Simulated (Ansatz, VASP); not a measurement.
# Cross-check of MgTiTe3 between VASP and Ansatz, part 2 of 2

One calculation is typed for both programs; each brings its own data sets. How far apart do they land? The cell is generated by rule, not measured, and may not be a known phase. The cell is taken from a series of runs on this material, whose earlier steps may have relaxed, scaled, displaced or heated it; both programs get it as it stands.

VASP 6.6.1 and Ansatz 0.2.0.

So far: The structure; VASP: zone-centre phonons, PBE with D3(BJ).

The structure was built from a prototype and need not be the compound's stable phase.

### Step 3. Ansatz: zone-centre phonons, PBE with D3(BJ)

Level of this step: Ansatz beside VASP: Kohn-Sham DFT, plane waves, PBE with D3(BJ) (Ansatz).

Ansatz runs on its default PAW (the set named soft_2) files.

The same cell, functional, mesh and smearing now go to Ansatz, which takes its cutoff from its data sets.

Contents of input.yaml:

```yaml
crystal:
  lattice:
    - [5.4777658673, 0.0, 0.0]
    - [0.0, 5.4777658673, 0.0]
    - [0.0, 0.0, 5.4637026632]
  atoms:
    - { symbol: Mg, position: [0.0, 0.0, -0.2305991639] }
    - { symbol: Ti, position: [0.5, 0.5, 0.4898131398] }
    - { symbol: Te, position: [0.5, 0.5, 0.0402955509] }
    - { symbol: Te, position: [0.5, 0.0, 0.6217452365] }
    - { symbol: Te, position: [0.0, 0.5, 0.6217452365] }
kpoints:
  mp_grid: { grid: [8, 8, 8] }
hamiltonian:
  xc: pbe
  dispersion: d3bj
scf:
  occupations: { method: methfessel_paxton, width: 0.2 }
output:
  eigenvalues: true
phonons:
  method: dfpt
```

Run with:

```
> ansatz run input.yaml --threads 8 --pin off --max-ram 14336MiB --backend cpu --events-out ev --progress --plain --runs-dir out
```

Numbers of over 12 decimals in the logs are rounded to 6 here.

Log:

```text
zone centre: on kpoints.mp_grid the ground state, and the responses unless they are solved on pairs of k-points, stand on 125 of the mesh's 512 k-points, reduced under 4 symmetry operations, with k and −k counted as one. Each operation leaves every solved displacement unchanged or reverses it
Engine: ansatz 0.2.0, aarch64-unknown-linux-gnu
Pseudopotentials: kind: paw
Pseudopotential: Mg, paw, valence charge 10, recommended cutoff 420 eV (normal), Mg.paw.azcp
Pseudopotential: Ti, paw, valence charge 12, recommended cutoff 420 eV (normal), Ti.paw.azcp
Pseudopotential: Te, paw, valence charge 16, recommended cutoff 420 eV (normal), Te.paw.azcp
Functional definition: PBE
  parameter kappa = 0.804
  parameter beta = 0.066725
  exchange = pbe_x(kappa = kappa, mu = beta*pi^2/3)
  correlation = pbe_c(beta = beta)
Crystal: 5 atoms, lattice volume = 163.943 Å³
Basis set: ecut = 420 eV, 3191 PW (Γ), exchange–correlation on 80×80×80 points (8 copies of the dense FFT grid, shifted against one another)
Bands: 42, of which v1, the nominal top of the filled ones, is band 35 counted from 1 (34 counted from 0)
Symmetry: 8 space group operations
k-points: 125 of 512 (irreducible under 4 space group operations, time reversal used)
Non-local potential: Mg, projectors of the file, l = 0: 3, l = 1: 2, l = 2: 1
Non-local potential: Ti, projectors of the file, l = 0: 3, l = 1: 2, l = 2: 3, l = 3: 1
Non-local potential: Te, projectors of the file, l = 0: 2, l = 1: 2, l = 2: 2, l = 3: 2
PAW form: soft (Blöchl's): semilocal exchange-correlation on the pseudo side does not see the compensation charge
PAW one-centre angular grid: Mg, 110 points (default); XC on 64 Gauss nodes
PAW one-centre angular grid: Ti, 590 points (default); XC on 64 Gauss nodes
PAW one-centre angular grid: Te, 590 points (default); XC on 64 Gauss nodes
Initial density: superposition of atomic densities (neutral atoms: chi_scale 0, normalization atom), corrected by the library's trained network
Initial wavefunctions: pseudopotential atomic-orbital guess
Functional: x = pbe(κ = 0.804, μ = 0.219515), c = pbe(β = 0.066725)
SCF iter   1: F=—  HF=-25366.908500 eV  |F-HF|=—  |Δ(HF+E_count)|=         —  Δρ=4.54e-3  dr2=2.54e-2  ethr=1.77e-3  ⟨swp⟩=7.0  Hψ=20757  notcnv=0
preconditioner: auto → none  [metal: Δε(μ)=0.068 eV  Ē_g=6.356 eV  σ=0.200 eV  W_gap=0.28  n_scr=32 (ndim 8)  ℏωp=14.2 eV  f_vac=0.153  D(μ)=1.05/eV (n_scr^D=0)  sad-step TF]
SCF iter   2: F=—  HF=-25366.904446 eV  |F-HF|=—  |Δ(HF+E_count)|=   4.05e-3  S|Δr|=    0.00e0  Δρ=2.39e-3  dr2=8.47e-3  ethr=3.63e-5  ⟨swp⟩=2.2  Hψ=10260  notcnv=0
SCF iter   3: F=—  HF=-25366.918052 eV  |F-HF|=—  |Δ(HF+E_count)|=   1.36e-2  S|Δr|=    0.00e0  Δρ=7.05e-3  dr2=1.69e-1  ethr=1.21e-5  ⟨swp⟩=2.0  Hψ=9641  notcnv=0  recentre
SCF iter   4: F=—  HF=-25366.905020 eV  |F-HF|=—  |Δ(HF+E_count)|=   1.30e-2  S|Δr|=    0.00e0  Δρ=1.63e-3  dr2=8.69e-3  ethr=1.21e-5  ⟨swp⟩=2.0  Hψ=9842  notcnv=0
SCF iter   5: F=—  HF=-25366.904370 eV  |F-HF|=—  |Δ(HF+E_count)|=   6.51e-4  S|Δr|=    0.00e0  Δρ=2.99e-4  dr2=9.15e-5  ethr=1.21e-5  ⟨swp⟩=1.1  Hψ=5256  notcnv=0
SCF iter   6: F=—  HF=-25366.904442 eV  |F-HF|=—  |Δ(HF+E_count)|=   7.20e-5  S|Δr|=    0.00e0  Δρ=6.11e-5  dr2=5.82e-6  ethr=1.31e-7  ⟨swp⟩=2.7  Hψ=9805  notcnv=0
SCF iter   7: F=—  HF=-25366.904442 eV  |F-HF|=—  |Δ(HF+E_count)|=   2.86e-7  S|Δr|=    0.00e0  Δρ=1.76e-5  dr2=5.46e-7  ethr=8.31e-9  ⟨swp⟩=2.3  Hψ=8329  notcnv=0
SCF iter   8: F=—  HF=-25366.904442 eV  |F-HF|=—  |Δ(HF+E_count)|=   2.02e-7  S|Δr|=    0.00e0  Δρ=7.55e-6  dr2=1.83e-7  ethr=7.80e-10  ⟨swp⟩=2.3  Hψ=9188  notcnv=0
SCF iter   9: F=—  HF=-25366.904442 eV  |F-HF|=—  |Δ(HF+E_count)|=   1.37e-8  S|Δr|=    0.00e0  Δρ=1.18e-6  dr2=2.45e-9  ethr=2.61e-10  ⟨swp⟩=2.0  Hψ=6002  notcnv=0
SCF iter  10: F=—  HF=-25366.904442 eV  |F-HF|=—  |Δ(HF+E_count)|=   1.58e-9  S|Δr|=    0.00e0  Δρ=4.78e-7  dr2=6.59e-10  ethr=3.49e-12  ⟨swp⟩=2.0  Hψ=9380  notcnv=0
SCF iter  11: F=—  HF=-25366.904442 eV  |F-HF|=—  |Δ(HF+E_count)|=  1.46e-11  S|Δr|=    0.00e0  Δρ=1.22e-7  dr2=2.00e-11  ethr=1.00e-12  ⟨swp⟩=2.0  Hψ=6447  notcnv=0
SCF iter  12: F=-25366.904442 eV  HF=-25366.904442 eV  |F-HF|=0.00e0  |Δ(HF+E_count)|=  2.91e-11  S|Δr|=    0.00e0  Δρ=4.46e-8  dr2=2.56e-12  ethr=1.00e-12  ⟨swp⟩=8.9  Hψ=25956  notcnv=0
SCF 1 converged in 12 iterations: F = -25366.904442 eV  dr2 = 2.56e-12
  greatest PAW one-centre occupation: 1.000 electrons in one spin orbital (limit 2), on the Mg atom at site 0 (counted from 0), in its partial waves of l = 0
DFPT response loops at Γ: preconditioner auto → none (partly filled bands, converged f_vac=0.155); β = 0.50; Broyden in place of MSR1
SCF converged after 12 iterations
Stability not checked: this state was not tested for a lower state beside it, because cold or Methfessel-Paxton smearing, or corrected tetrahedra, fill the levels in a way that the test cannot read (fill_not_monotonic; see scf.lower_state_search)
Free energy (F): -25366.904442 eV
Harris-Foulkes:  -25366.904442 eV  (|F-HF|=0.00e0)
Internal energy: -25366.912487 eV  (E = F + TS)
E sigma→0 (E₀):  -25366.906453 eV
Entropy (-TS):   0.008045 eV (1.609 meV/atom)
Fermi energy:    7.057950 eV
Step filling:    the computed levels leave a gap of 0.0000 eV = 0.0 smearing widths at the electron count; against every level under it full and every level over it empty, smearing changes F+E_penalty+E_count by +2.878 meV and its σ→0 estimate by +0.867 meV
--- Per-component energies (eV) ---
  E_band       = -1447.167998
  E_kinetic    = 890.353002
  E_local      = -7856.985851  (includes V_loc(G=0)·N_el)
  E_nonlocal   = -825.154220
  E_hartree    = 4079.303202
  E_xc         = -499.148233
  E_vxc        = -471.569471  (∫ρ·V_xc dr)
  E_paw        = -15329.091560  (= ΣΔE_a)
  E_vpaw       = -1342.417441  (= ΣTr[D̂ρ^β])
  E_aug_tail   = -0.000479  (compensation charges beyond the density's cutoff)
  E_ewald      = -5824.441446
  E_disp       = -1.746901  (pairwise vdW)
  E_smearing   = 0.008045  (= −TS)
  E_closure    = 0.000000  (closes the sum)
  Σ components = -25366.904442   (vs F -25366.904442, Δ=0.00e0)
--- Band table (eV; the first three rows and the last of 125) ---
  k-point 0: bands = [... 31 lower, 5.5983, 5.7595, 6.0065, 6.0065, 6.9699, 7.4166, 8.3007, 8.3007, ... 3 higher]
  k-point 1: bands = [... 31 lower, 5.5330, 5.5409, 6.0231, 6.0231, 6.9744, 7.4975, 8.3282, 8.3282, ... 3 higher]
  k-point 2: bands = [... 31 lower, 5.2320, 5.4090, 6.0517, 6.0517, 6.9853, 7.7095, 8.3100, 8.3873, ... 3 higher]
  k-point 124: bands = [... 31 lower, 4.7115, 6.6513, 7.0220, 7.1368, 7.1368, 8.3989, 8.3989, 8.4242, ... 3 higher]
--- Phonons (Γ-DFPT): 9 representative perturbations + reference, on 125 of 512 k-points (Σ response iterations 32) ---
  k mesh reduced under 4 symmetry operations, with k and −k counted as one. Each operation leaves every solved displacement unchanged or reverses it
  ASR residual: 5.168e-5 → 0.000e0 eV/Å²; symmetrization residual: 1.042e-5 eV/Å²
  pairwise dispersion correction: d3bj (s6 = 1.0, s8 = 0.7875, a1 = 0.4289, a2_bohr = 4.4407), with the weights of each atom's references fixed at the reference crystal's, and the forces and stress that the weights' published response gives there kept as a pressure on the atom's counted neighbours (hamiltonian.dispersion)
  ASR residual per site (eV/Å²): 2.74e-5 3.92e-5 5.17e-5 3.68e-6 3.68e-6
  Γ frequencies (cm⁻¹): -41.71 -41.71 0.00 0.00 0.00 35.51 84.73 84.73 89.42 122.03 191.01 191.01 214.68 214.68 315.23
  non-analytic LO–TO correction: not included (Born effective charges unavailable; polar crystals: no LO–TO splitting at Γ)
```

### Step 4. Differences

Known differences besides the potentials themselves: the data sets hold 70 valence electrons in Ansatz (on its default PAW (the set named soft_2) files) and 32 in VASP; the cutoff is 420 eV in Ansatz and 600 eV in VASP; Ansatz takes the dispersion share of the force constants at frozen C6 weights, VASP differentiates the full forces; VASP uses finite displacements, Ansatz perturbation theory. Total energies have different zeros and are not compared.

The two programs side by side:

```csv
quantity,Ansatz,VASP,difference
"optical mode 1 to 2 (imaginary, printed as negative) (cm⁻¹)",-41.7,-41.8,+0.1
optical mode 3 (cm⁻¹),35.5,35.0,+0.5
optical mode 4 to 5 (cm⁻¹),84.7,84.7,-0.02 %
optical mode 6 (cm⁻¹),89.4,89.3,+0.15 %
optical mode 7 (cm⁻¹),122.0,122.5,-0.39 %
optical mode 8 to 9 (cm⁻¹),191.0,191.3,-0.15 %
optical mode 10 to 11 (cm⁻¹),214.7,215.5,-0.36 %
optical mode 12 (cm⁻¹),315.2,314.4,+0.27 %
```

Modes are paired by rising frequency, not by their patterns, so a pair may set unlike modes beside each other; they are those without the splitting of longitudinal modes.

### Step 5. Outcome

| Property | Result |
| --- | --- |
| r.m.s. difference of the optical zone-centre modes, each program's sorted by frequency (zone-centre phonons, PBE with D3(BJ)) | 0.46 cm⁻¹ |

**Reading.** The r.m.s. difference of the optical zone-centre modes, each program's sorted by frequency is 0.46 cm⁻¹ (zone-centre phonons, PBE with D3(BJ)). The data sets hold unlike numbers of valence electrons (70 in Ansatz and 32 in VASP), so part of the differences comes from the potentials. Such differences can come from data sets, numerical settings and the points named under the comparisons, not from the functional's error against experiment.

[Lines on the potential files, build, host, timing and source positions are cut from VASP's logs without a mark.]

[Logs are printed without paths, hosts, clocks, repeated set-up lines and the standing remarks that a program may print on its own settings, such as how far it seeks lower states.]

[Hosts, paths, dates, database ids (printed as entryN), source tags and the programs' standing remarks are cut or masked in the printed files.]
